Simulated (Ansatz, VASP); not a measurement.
## Cross-check of ZnSe (Stilleite) between VASP and Ansatz

Aim: how closely do two programs agree when they are given the same cell, functional and k mesh? The cell is taken from a series of runs on this material, whose earlier steps may have relaxed, scaled, displaced or heated it; both programs get it as it stands.

Program: Ansatz 0.2.0. Level of theory: plane waves, with VASP 6.6.1 beside it; G0W0 gap at LDA. Results are calculated unless marked as measured.

**1. Set-up**

The structure is cubic, space group F-43m (No. 216). Conventional cell: a = 5.668 Å, b = 5.668 Å, c = 5.668 Å, α = 90.00°, β = 90.00°, γ = 90.00°. Nearest to Zn lie 4 Se at 2.45 Å. Se has 4 Zn at 2.45 Å nearest. Farther neighbours and most contacts between anions are not listed.

**2. Ansatz: G0W0 gap, LDA**

Ansatz runs on PAW files that the input asks for by source.

Quasiparticle shifts depend on high empty states and on the cores, so they are the hardest test of two PAW sets.

input.yaml reads:

```yaml
crystal:
  lattice:
    - [0.0, 2.8338, 2.8338]
    - [2.8338, 0.0, 2.8338]
    - [2.8338, 2.8338, 0.0]
  atoms:
    - { symbol: Zn, position: [0.0, 0.0, 0.0] }
    - { symbol: Se, position: [0.25, 0.25, 0.25] }
kpoints:
  mp_grid: { grid: [8, 8, 8] }
hamiltonian:
  xc: lda
  pseudopotentials: { kind: paw, source: ansatz }
scf:
  occupations: { method: fixed }
gw:
  n_empty_bands: 408
  ecut_chi: 250
  qp_bands: [v2, c2]
  qp_kpoints: band_edges
  screening: { model: contour_deformation }
```

Run with:

```bash
> ansatz run input.yaml --threads 3 --pin off --max-ram 92160MiB --backend cuda --events-out ev --progress --plain --runs-dir out --devices 1 --max-vram 13GiB
```

Numbers of over 12 decimals in the logs are rounded to 6 here.

Log:

```text
GPUs: using 1 of 1 available (devices: 1).
Engine: ansatz 0.2.0, x86_64-unknown-linux-gnu
Pseudopotentials: kind: paw
Pseudopotential: Zn, paw, valence charge 20, recommended cutoff 660 eV (normal), Zn.paw.azcp
Pseudopotential: Se, paw, valence charge 16, recommended cutoff 580 eV (normal), Se.paw.azcp
Functional definition: SPW92
  exchange = slater_x
  correlation = pw_c
device memory: the entry about to start is reckoned to put 0.9 GiB on a device that reports 48.7 GiB free (of which the cap on the GPU budget leaves the run 13.0 GiB)
GPU FFT provider: cuFFT
GPU libraries: cuBLAS 13.8.2, cuFFT 12.4.0, cuSOLVER 12.3.4
Crystal: 2 atoms, lattice volume = 45.513 Å³
Basis set: ecut = 660 eV, 1807 PW (Γ)
Bands: 22, of which v1, the nominal top of the filled ones, is band 18 counted from 1 (17 counted from 0)
Symmetry: 24 space group operations
Space group: F-43m (ITA 216), of the structure as read, at distance tolerance 3.6e-5 Å
k-points: 29 of 512 (time reversal used)
Non-local potential: Zn, projectors of the file, l = 0: 3, l = 1: 3, l = 2: 3, l = 3: 1
Non-local potential: Se, projectors of the file, l = 0: 2, l = 1: 2, l = 2: 3, l = 3: 1
PAW form: soft (Blöchl's): semilocal exchange-correlation on the pseudo side does not see the compensation charge
PAW frozen core: Zn, regenerated for the run's functional, and the local potential with it (the file was generated under x = pbe(κ = 0.804, μ = 0.219515), c = pbe(β = 0.066725))
PAW frozen core: Se, regenerated for the run's functional, and the local potential with it (the file was generated under x = pbe(κ = 0.804, μ = 0.219515), c = pbe(β = 0.066725))
PAW one-centre angular grid: Zn, 590 points (default); XC on 64 Gauss nodes
PAW one-centre angular grid: Se, 590 points (default); XC on 64 Gauss nodes
Initial density: superposition of atomic densities (chi_scale 0.1, normalization cell, long waves kept (reshape's long-wave potential 0.00 eV rms))
Initial wavefunctions: pseudopotential atomic-orbital guess
GPU buffer pool allocated for 46656 grid points (all kernels)
GPU transforms: local potential and band sums: pruned to the plane-wave sphere, on 36×36×36
Functional: x = slater, c = lda
SCF iter   1: F=—  HF=-12796.050017 eV  |F-HF|=—  |Δ(HF+E_count)|=         —  Δρ=9.23e-2  dr2=2.97e0  ethr=3.10e-3  ⟨swp⟩=5.0  Hψ=2385  notcnv=0  defer=48
preconditioner: auto → none  [insulator: Δε(μ)=0.800 eV  Ē_g=13.427 eV  n_scr=14 (ndim 8)  ℏωp=23.4 eV  f_vac=0.131  ε∞_Penn≈4.0]
SCF iter   2: F=—  HF=-12795.394070 eV  |F-HF|=—  |Δ(HF+E_count)|=   6.56e-1  Δρ=6.57e-2  dr2=1.01e0  ethr=3.10e-3  ⟨swp⟩=3.0  Hψ=1573  notcnv=0  defer=51
SCF iter   3: F=—  HF=-12795.003512 eV  |F-HF|=—  |Δ(HF+E_count)|=   3.91e-1  Δρ=1.50e-2  dr2=6.22e-2  ethr=2.81e-3  ⟨swp⟩=2.0  Hψ=1449  notcnv=0  defer=29
SCF iter   4: F=—  HF=-12794.979814 eV  |F-HF|=—  |Δ(HF+E_count)|=   2.37e-2  Δρ=4.39e-3  dr2=4.64e-3  ethr=1.73e-4  ⟨swp⟩=2.0  Hψ=1166  notcnv=0  defer=52
SCF iter   5: F=—  HF=-12794.978371 eV  |F-HF|=—  |Δ(HF+E_count)|=   1.44e-3  Δρ=1.29e-3  dr2=5.46e-4  ethr=1.29e-5  ⟨swp⟩=2.0  Hψ=1194  notcnv=0  defer=53
SCF iter   6: F=—  HF=-12794.978410 eV  |F-HF|=—  |Δ(HF+E_count)|=   3.90e-5  Δρ=4.17e-4  dr2=4.84e-5  ethr=1.52e-6  ⟨swp⟩=2.0  Hψ=1223  notcnv=0  defer=53
SCF iter   7: F=—  HF=-12794.978393 eV  |F-HF|=—  |Δ(HF+E_count)|=   1.70e-5  Δρ=1.30e-4  dr2=4.73e-6  ethr=1.34e-7  ⟨swp⟩=2.3  Hψ=1041  notcnv=0
SCF iter   8: F=-12794.978391 eV  HF=-12794.978391 eV  |F-HF|=2.54e-9  |Δ(HF+E_count)|=   1.45e-6  Δρ=3.65e-6  dr2=3.35e-9  ethr=2.78e-10  ⟨swp⟩=4.3  Hψ=2696  notcnv=0
SCF 1 converged in 8 iterations: F = -12794.978391 eV  dr2 = 3.35e-9
  greatest PAW one-centre occupation: 0.999 electrons in one spin orbital (limit 2), on the Zn atom at site 0 (counted from 0), in its partial waves of l = 0
device memory: the entry about to start is reckoned to put 1.0 GiB (of the 1.1 GiB reckoned in all, the device holds 0.1 GiB already) on a device that reports 46.9 GiB free (of which the cap on the GPU budget leaves the run 12.9 GiB)
NSCF: frozen V_eff on 29 k-points, pencils in batches of 32, up to order 88
the band table was solved once the SCF had ended and its energy, with any forces and stress, was formed, with the checks that follow a solve (2900 applications of the Hamiltonian). They found nothing against the state; the energy, forces and stress were not computed again (output.eigenvalues in the input reference)
device memory: the entry about to start is reckoned to put 6.0 GiB on a device that reports 46.9 GiB free (of which the cap on the GPU budget leaves the run 13.0 GiB)
NSCF: frozen V_eff on 29 k-points
G₀W₀ screening: q 1/29
[... further progress lines ...]
SCF converged after 8 iterations
Free energy (F): -12794.978391 eV
Harris-Foulkes:  -12794.978391 eV  (|F-HF|=2.54e-9)
Internal energy: -12794.978391 eV  (E = F + TS)
E sigma→0 (E₀):  -12794.978391 eV
Fermi energy:    7.823866 eV
--- Per-component energies (eV) ---
  E_band       = -1016.301196
  E_kinetic    = 721.266120
  E_local      = -9755.662848  (includes V_loc(G=0)·N_el)
  E_nonlocal   = 311.799646
  E_hartree    = 3824.207607
  E_xc         = -299.645921
  E_vxc        = -297.870836  (∫ρ·V_xc dr)
  E_paw        = -3126.846500  (= ΣΔE_a)
  E_vpaw       = 355.754398  (= ΣTr[D̂ρ^β])
  E_aug_tail   = -0.000080  (compensation charges beyond the density's cutoff)
  E_ewald      = -4472.778139
  E_core_change = 2.681723  (= ΣΔE_core)
  E_smearing   = -0.000000  (= −TS)
  E_closure    = -0.000000  (closes the sum)
  Σ components = -12794.978391   (vs F -12794.978391, Δ=0.00e0)
--- Band table (eV; the first three rows and the last of 29) ---
  k-point 0: bands = [... 14 lower, 1.5323, 7.8239, 7.8239, 7.8239, 8.8559, 13.5408, 13.5408, 13.5408]
  k-point 1: bands = [... 14 lower, 1.5309, 6.4409, 7.6704, 7.6704, 9.9038, 13.4508, 13.7950, 13.7950]
  k-point 2: bands = [... 14 lower, 1.5323, 4.7076, 7.3436, 7.3436, 10.3824, 14.1738, 14.1738, 14.2257]
  k-point 28: bands = [... 14 lower, 1.8329, 3.0777, 5.0264, 5.1300, 13.1704, 13.2685, 14.6332, 15.3899]
--- G₀W₀: contour deformation, 8 samples at zero and on the imaginary axis and 3 off it, 512 q-points, 408 empty bands' worth ---
  eigenvalues of the whole cell's RPA ε∞ on this k-mesh (on a slab, of 1 + 4πα/V) = 8.5151, 8.5151, 8.5151; static W/v taken at q = 0 is 0.117439
  bands read: the sum over 426 bands ends inside a degenerate multiplet in 5 slots, whose members it reads at an even weight; the widest, k=1: bands 426 to 427 (counted from 1) at 1/2 each
  gw.qp_kpoints: band_edges: 14 of 29 stored k-points solved, in 1 pass; an edge of the gap read off the rows below is read off those points alone
    valence top: of the k-points left out ik 10 came nearest to being solved in a further pass, in band 18 (counted from 1, as in the quasiparticle table): it holds the edge there only if its correction is more favourable than any solved in that band by at least 0.530 eV; those differ by 0.048 eV
    conduction bottom: of the k-points left out ik 18 came nearest to being solved in a further pass, in band 19 (counted from 1, as in the quasiparticle table): it holds the edge there only if its correction is more favourable than any solved in that band by at least 1.932 eV; those differ by 0.220 eV
    ik  band        ε_KS         Σx   Σc(E_QP)       V_xc       Z   E_QP_lin       E_QP  E_QP is
     0    17      7.8239   -21.6116     1.7890   -19.1046  0.7631     7.0869     7.1059  root
     0    18      7.8239   -21.6116     1.7890   -19.1046  0.7631     7.0869     7.1059  root
     0    19      8.8559   -10.0848    -3.8323   -14.3906  0.7932     9.3346     9.3294  root
     0    20     13.5408    -7.0375    -4.5956   -12.0972  0.7711    14.0115    14.0048  root
     1    17      7.6704   -21.3407     1.8252   -18.7926  0.7622     6.9280     6.9475  root
     1    18      7.6704   -21.3407     1.8252   -18.7926  0.7622     6.9280     6.9475  root
     1    19      9.9038   -10.8732    -3.7442   -14.9974  0.7853    10.2872    10.2839  root
     1    20     13.4508    -7.4323    -4.5708   -12.4367  0.7707    13.8902    13.8844  root
     2    17      7.3436   -20.8184     1.9045   -18.1790  0.7599     6.5876     6.6088  root
     2    18      7.3436   -20.8184     1.9045   -18.1790  0.7599     6.5876     6.6088  root
     2    19     10.3824    -9.2709    -4.1484   -13.8979  0.7860    10.8669    10.8609  root
     2    20     14.1738    -7.2616    -4.7522   -12.4675  0.7614    14.6345    14.6274  root
     3    17      7.0598   -20.3734     1.9649   -17.6631  0.7577     6.2919     6.3145  root
     3    18      7.0598   -20.3734     1.9649   -17.6631  0.7577     6.2919     6.3145  root
     3    19     10.2631    -9.0010    -4.1185   -13.6098  0.7884    10.7596    10.7533  root
     3    20     14.1908    -7.2255    -4.6516   -12.3078  0.7633    14.6276    14.6215  root
     4    17      6.9514   -20.1958     1.9848   -17.4618  0.7569     6.1791     6.2022  root
     4    18      6.9514   -20.1958     1.9848   -17.4618  0.7569     6.1791     6.2022  root
     4    19     10.1787    -9.0521    -4.0829   -13.6236  0.7891    10.6735    10.6673  root
     4    20     14.1234    -7.2151    -4.5879   -12.2243  0.7652    14.5505    14.5445  root
     5    17      7.3946   -20.9031     1.8897   -18.2859  0.7603     6.6466     6.6671  root
     5    18      7.3946   -20.9031     1.8897   -18.2859  0.7603     6.6466     6.6671  root
     5    19     10.3643   -11.4827    -3.7717   -15.6115  0.7806    10.7243    10.7213  root
     5    20     12.7615    -6.8061    -4.4268   -11.6740  0.7793    13.2085    13.2026  root
[...]
23    17      5.3763   -19.3202     2.5111   -16.0704  0.7368     4.6102     4.6376  root
    23    18      6.3467   -19.3752     2.1352   -16.4848  0.7512     5.5662     5.5915  root
    23    19     11.9090    -9.6471    -4.4872   -14.6304  0.7721    12.4129    12.4050  root
    23    20     13.2353    -6.8782    -4.2993   -11.5046  0.7750    13.5655    13.5623  root
    28    17      5.0264   -20.2214     2.9578   -16.4694  0.7293     4.1963     4.2323  root
    28    18      5.1300   -16.6568     2.2507   -13.6780  0.7352     4.3747     4.4019  root
    28    19     13.1704    -8.1477    -4.1862   -12.6100  0.7704    13.4488    13.4465  root
    28    20     13.2685   -10.2008    -5.1132   -15.8695  0.7457    13.8373    13.8239  root
```

[end of part 1 of 2]

[Lines on the potential files, build, host, timing and source positions are cut from VASP's logs without a mark.]

[Logs are printed without paths, hosts, clocks, repeated set-up lines and the standing remarks that a program may print on its own settings, such as how far it seeks lower states.]

[Hosts, paths, dates, database ids (printed as entryN), source tags and the programs' standing remarks are cut or masked in the printed files.]
